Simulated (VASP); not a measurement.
OSZICAR of a VASP run on MnF$_{2}$ (atoms displaced from the space group 164 structure):

**OSZICAR**
```
       N       E                     dE             d eps       ncg     rms          rms(c)
DAV:   1     0.252981745044E+03    0.25298E+03   -0.13709E+04 12352   0.137E+03
DAV:   2    -0.507655545230E+01   -0.25806E+03   -0.24766E+03 13519   0.402E+02
DAV:   3    -0.200429901667E+02   -0.14966E+02   -0.14864E+02 13572   0.110E+02
DAV:   4    -0.201993246309E+02   -0.15633E+00   -0.15626E+00 13224   0.122E+01
DAV:   5    -0.202011667266E+02   -0.18421E-02   -0.18421E-02 13434   0.133E+00    0.186E+01
DAV:   6    -0.186562542019E+02    0.15449E+01   -0.87533E+00 15419   0.336E+01    0.144E+01
DAV:   7    -0.186699063685E+02   -0.13652E-01   -0.58414E-01 12609   0.983E+00    0.897E+00
DAV:   8    -0.186343163744E+02    0.35590E-01   -0.85716E-02 13380   0.340E+00    0.424E+00
DAV:   9    -0.186669940791E+02   -0.32678E-01   -0.18736E-02 13266   0.171E+00    0.476E-01
DAV:  10    -0.186675155939E+02   -0.52151E-03   -0.39108E-03 13125   0.542E-01    0.101E-01
DAV:  11    -0.186676405552E+02   -0.12496E-03   -0.22234E-04 13218   0.173E-01    0.570E-02
DAV:  12    -0.186677021953E+02   -0.61640E-04   -0.65901E-05 12861   0.815E-02    0.218E-02
DAV:  13    -0.186677180051E+02   -0.15810E-04   -0.11819E-05 13431   0.361E-02    0.109E-02
DAV:  14    -0.186677195214E+02   -0.15163E-05   -0.11523E-06  7796   0.106E-02    0.434E-03
DAV:  15    -0.186677200271E+02   -0.50572E-06   -0.10812E-06  7859   0.111E-02
   1 F= -.18667720E+02 E0= -.18667720E+02  d E =-.261170E-11  mag=     5.0000
```

Task: Which electronic solver shows in the log?

Result: It is blocked Davidson (ALGO = Normal, or the opening steps of other solvers). The INCAR had ALGO = Normal.

Task: How was spin treated?

Result: Collinear spin (ISPIN = 2): the summary line carries one mag value, 5.00 μB in the cell.

Task: Can the final energy be trusted as converged?

Result: The calculation finished and met its thresholds. It stopped with EDIFF = 1E-6, NELM = 100 (PBE GGA, plane waves, VASP's PBE PAW potentials (set 64)).  The moments were started parallel, and other spin orders were not tried in this run.

The structure was generated: MnF2 was put into an ordered model structure, which need not be its known phase. The cell was not relaxed at this level, atoms are displaced from their ideal sites.
